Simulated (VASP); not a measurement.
Calculation: PBE GGA, VASP's PBE PAW potentials (set 64) (plane waves; VASP).

VASP input:

File POSCAR:
```
Sn
2.97330
 -1.0000000000   1.0000000000   0.5454545455
  1.0000000000  -1.0000000000   0.5454545455
  1.0000000000   1.0000000000  -0.5454545455
Sn
2
Cartesian
  1.0000000000   0.0000000000   0.2727272727
  0.0000000000   0.0000000000   0.0000000000
```

**INCAR**
```
LASPH=.TRUE.   ! aspherical one-centre terms
EDIFF=1E-6
PREC=Accurate
LWAVE=.FALSE.
SIGMA=0.1   ! width (eV)
NELM=100   ! most electronic steps
SYSTEM=Sn
GGA=PE   ! PBE
ISMEAR=1   ! Methfessel-Paxton
LMAXMIX=4   ! l cut-off of mixed one-centre charges
ALGO=Normal   ! blocked Davidson
ENCUT=400
LREAL=.FALSE.   ! projection in real space or not
LCHARG=.FALSE.
ISIF=2   ! forces and stress, cell fixed
```

**KPOINTS**
```
Automatic mesh
0
Gamma
12 12 12
0 0 0
```

POTCAR, in this order: Sn_d (PBE.64 set). Program: vasp_std.

Unless said otherwise, spin-orbit coupling is left out, though it shifts the bands of the heavy elements here.

Question: Predict the energy per atom (σ→0), band gap (on the k-mesh).

Answer: 
```yaml
energy per atom (σ→0): -3806 meV/atom
band gap (on the k-mesh): none (metal, semimetal or under 0.01 eV)
```

### OSZICAR
```
...
DAV:   5    -0.762728327843E+01   -0.17916E-01   -0.17915E-01  7906   0.433E+00    0.216E+00
DAV:   6    -0.761387410074E+01    0.13409E-01   -0.33327E-02  7534   0.278E+00    0.121E+00
DAV:   7    -0.761126206687E+01    0.26120E-02   -0.20719E-02  7602   0.213E+00    0.160E-01
DAV:   8    -0.761125248725E+01    0.95796E-05   -0.18887E-03  6604   0.642E-01    0.352E-02
DAV:   9    -0.761126222081E+01   -0.97336E-05   -0.55948E-05  7516   0.781E-02    0.134E-02
DAV:  10    -0.761126107430E+01    0.11465E-05   -0.73117E-06  6860   0.383E-02    0.193E-03
DAV:  11    -0.761126107290E+01    0.13929E-08   -0.28337E-07  3214   0.771E-03
   1 F= -.76112611E+01 E0= -.76111533E+01  d E =-.323299E-03
```

The compound is Sn in the beta structure. The cell was not relaxed at this level.
